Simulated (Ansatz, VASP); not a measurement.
## Si in VASP and in Ansatz

```
Si
1.0
     2.50262    0.00000    0.00000
    -1.25131    2.16733    0.00000
     0.00000    0.00000    2.46635
Si
1
Direct
  0.00000 0.00000 0.00000
```

Change from the starting cell: strain -0.0450 x Voigt [1, 1, 0, 0, 0, 0], atoms carried along.

Alike in both runs: task single point; functional LDA; k mesh 21 × 21 × 20; occupations gaussian, width 0.15 eV; no spin polarisation.

```csv
,VASP,Ansatz
version,VASP 6.6.1,Ansatz 0.2.0
potentials or method,"VASP PAW LDA potentials, release 64 (Si)","scalar-relativistic, plane waves, PAW"
plane-wave cutoff (eV),520,420
valence electrons in the cell,4,4
```

VASP gave:

| Property | Result |
| --- | --- |
| gap on the k mesh at the Fermi level (eV) | none |
| pressure (GPa) | 11.9 |
| largest component of the traceless stress (GPa) | 9.45 |

Q: Which values does Ansatz return?

A: gap on the k mesh at the Fermi level (eV): none; pressure (GPa): 11.7; largest component of the traceless stress (GPa): 9.48.

A gap of «none» marks a metal or a gap that the smearing closes.
